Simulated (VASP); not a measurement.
Given:

```
NiTbAs
1.0
    3.99685     0.00000     0.00000
   -1.99843     3.46138     0.00000
    0.00000     0.00000     3.87535
Tb Ni As
1 1 1
Direct
  0.00000   0.00000   0.50000
  0.33333   0.66667   0.00000
  0.66667   0.33333   0.00000
```

These are PBEsol GGA, VASP's PBE PAW potentials (set 64) (plane waves; VASP) values and carry that method's errors. Settings: 400 eV cut-off, 10×10×9 Γ-centred mesh, tetrahedra with Blöchl corrections, potentials Tb_3 Ni As.

The 4f electrons are frozen in the core of the lanthanide potential, so 4f levels, which can set the real gap, and their magnetism are missing.

Question: Predict the energy per atom (σ→0), band gap (on the k-mesh) with the smallest direct gap where there is one.

Answer: 
- band gap (on the k-mesh): none (metal, semimetal or under 0.01 eV)
- energy per atom (σ→0): -6.516 eV/atom

The absolute energy has meaning only against runs of the same code, potentials and settings.

The structure comes from a computed database's TbNiAs entry (P-6m2); how it stands against other phases isn't given here. It was relaxed first. The run is not spin-polarised, so no magnetic state was tried.
